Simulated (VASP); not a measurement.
Crystal: Ca2ZrN2.

```
CELL_PARAMETERS angstrom
3.67927 0.00000 0.00000
-1.83964 3.18634 0.00000
0.00000 0.00000 8.20089
ATOMIC_POSITIONS crystal
Ca 0.66667 0.33333 0.84048
Ca 0.66667 0.33333 0.15952
Zr 0.00000 0.00000 0.50000
N 0.33333 0.66667 0.50000
N 0.66667 0.33333 0.50000
```

The cell was built by a generator and needn't be a form met in nature.

| Quantity | Value |
| --- | --- |
| Program | VASP 6.6.1 |
| Task | relaxation of cell and atoms |
| Functional | PBE |
| Potentials or basis | VASP PAW PBE potentials, release 64 (Ca_sv, Zr_sv, N) |
| Cutoff | 520 eV |
| k mesh | 4 × 4 × 2 |
| Occupations | gaussian, width 0.15 eV |
| Spin | no spin polarisation |

At the start: pressure 13.8 GPa; volume 19.23 Å³/atom.

Question: How do energy, volume and symmetry change on relaxing?

Answer: Over 8 steps the energy falls by 375.3 meV/atom and the volume is 23.07 Å³/atom (+20.0 %); space group P-6m2 (No. 187, to 0.05 Å).

The path:
| step | energy change (eV) | largest force (eV/Å) | pressure (GPa) | volume (Å³) |
| --- | --- | --- | --- | --- |
| 1 | 0.0000 | 2.5274 | 13.76 | 96.14 |
| 2 | -0.9135 | 2.2197 | -6.54 | 120.80 |
| 3 | -1.0091 | 2.2700 | -2.89 | 113.78 |
| 4 | -1.4897 | 1.4471 | -1.37 | 112.89 |
| 5 | -1.8379 | 0.1273 | 2.16 | 111.34 |
| 6 | -1.8386 | 0.0031 | 2.48 | 111.24 |
| 7 | -1.8602 | 0.0099 | -1.16 | 118.15 |
| 8 | -1.8766 | 0.0158 | -0.02 | 115.33 |

Final structure:
```cif
data_structure
_symmetry_space_group_name_H-M 'P 1'
_symmetry_Int_Tables_number 1
_cell_length_a 4.0081
_cell_length_b 4.0081
_cell_length_c 8.2896
_cell_angle_alpha 90.000
_cell_angle_beta 90.000
_cell_angle_gamma 120.000
_cell_volume 115.33
loop_
_atom_site_label
_atom_site_type_symbol
_atom_site_fract_x
_atom_site_fract_y
_atom_site_fract_z
_atom_site_occupancy
Ca1 Ca 0.66667 0.33333 0.78100 1
Ca2 Ca 0.66667 0.33333 0.21900 1
Zr1 Zr 0.00000 0.00000 0.50000 1
N1 N 0.33333 0.66667 0.50000 1
N2 N 0.66667 0.33333 0.50000 1
```

Caveat: the k mesh is coarse (spacing up to 0.49 Å⁻¹), so the values aren't converged; the volume moved by over 15 % at a fixed basis, so the end points are rough.
